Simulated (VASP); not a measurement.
Output of a VASP run:

**OSZICAR**
```
       N       E                     dE             d eps       ncg     rms          rms(c)
DAV:   1     0.101082936200E+03    0.10108E+03   -0.68121E+03   480   0.116E+03
DAV:   2    -0.407927463712E-01   -0.10112E+03   -0.92969E+02   556   0.279E+02
DAV:   3    -0.593544062179E+01   -0.58946E+01   -0.58675E+01   616   0.587E+01
DAV:   4    -0.622967380540E+01   -0.29423E+00   -0.29397E+00   888   0.122E+01
DAV:   5    -0.623100987158E+01   -0.13361E-02   -0.13360E-02   592   0.850E-01    0.464E+00
DAV:   6    -0.616163193271E+01    0.69378E-01   -0.87038E-02   592   0.219E+00    0.316E+00
DAV:   7    -0.614985328384E+01    0.11779E-01   -0.99535E-02   592   0.212E+00    0.768E-01
DAV:   8    -0.614937536949E+01    0.47791E-03   -0.16278E-02   592   0.108E+00    0.164E-01
DAV:   9    -0.614938135603E+01   -0.59865E-05   -0.54019E-04   632   0.178E-01    0.674E-02
DAV:  10    -0.614940833022E+01   -0.26974E-04   -0.11858E-04   636   0.619E-02    0.509E-02
DAV:  11    -0.614940734809E+01    0.98213E-06   -0.37705E-05   592   0.454E-02    0.584E-03
DAV:  12    -0.614940718164E+01    0.16645E-06   -0.19865E-06   624   0.147E-02    0.312E-03
DAV:  13    -0.614940729756E+01   -0.11591E-06   -0.19493E-07   540   0.442E-03    0.305E-03
DAV:  14    -0.614940730799E+01   -0.10436E-07   -0.39949E-08   380   0.185E-03
   1 F= -.61494073E+01 E0= -.61494073E+01  d E =-.522836E-16
```

### OUTCAR
```
------------------------ aborting loop because EDIFF is reached ----------------------------------------
  FORCE on cell =-STRESS in cart. coord.  units (eV):
  Direction    XX          YY          ZZ          XY          YZ          ZX
  --------------------------------------------------------------------------------------
  Total        0.5432561      0.5432561      0.5432561     -0.0000000     -0.0000000      0.0000000
  in kB       11.6458858     11.6458858     11.6458858     -0.0000000     -0.0000000      0.0000000
  external PRESSURE =      11.6458858 kB  Pullay stress =       0.0000000 kB
  volume of cell :       74.74
      direct lattice vectors                 reciprocal lattice vectors
     0.000000000  3.343265766  3.343265766    -0.149554368  0.149554368  0.149554368
     3.343265766  0.000000000  3.343265766     0.149554368 -0.149554368  0.149554368
     3.343265766  3.343265766  0.000000000     0.149554368  0.149554368 -0.149554368
  FREE ENERGIE OF THE ION-ELECTRON SYSTEM (eV)
  ---------------------------------------------------
  free  energy   TOTEN  =        -6.1494073080 eV

  energy  without entropy=       -6.1494073080  energy(sigma->0) =       -6.14940731
```
(Selected blocks of OUTCAR.)

**POSCAR**
```
KI
1
    0.0000000000     3.3432657663     3.3432657663
    3.3432657663     0.0000000000     3.3432657663
    3.3432657663     3.3432657663     0.0000000000
K I
1 1
Direct
  0.0000000000   0.0000000000   0.0000000000
  0.5000000000   0.5000000000   0.5000000000
```

Task: Reconstruct the remaining input files.

Result: Several could match; the one computed here: the input of the run itself, LDA (Ceperley-Alder, Perdew-Zunger), plane waves, VASP's LDA PAW potentials (set 64).

INCAR:
```
! general
SYSTEM   =  KI
PREC     =  Accurate
ENCUT    =  520   ! plane-wave cut-off (eV)
LREAL    =  .FALSE.
LASPH    =  .TRUE.   ! aspherical one-centre terms

! electronic loop
EDIFF    =  1E-7
NELM     =  100
ALGO     =  Normal   ! blocked Davidson
LMAXMIX  =  4   ! l cut-off of mixed one-centre charges

! smearing
ISMEAR   =  0   ! Gaussian
SIGMA    =  0.05

! ions
ISIF     =  2

! output
LWAVE    =  .FALSE.
LCHARG   =  .FALSE.
```

File KPOINTS:
```
Automatic mesh
0
Gamma
7 7 7
0 0 0
```

POTCAR, in this order: K_sv I (LDA.64 set). Program: vasp_std.

The compound is KI in the rock salt structure. This cell is one point of a volume scan, at 0.94 of the reference volume.
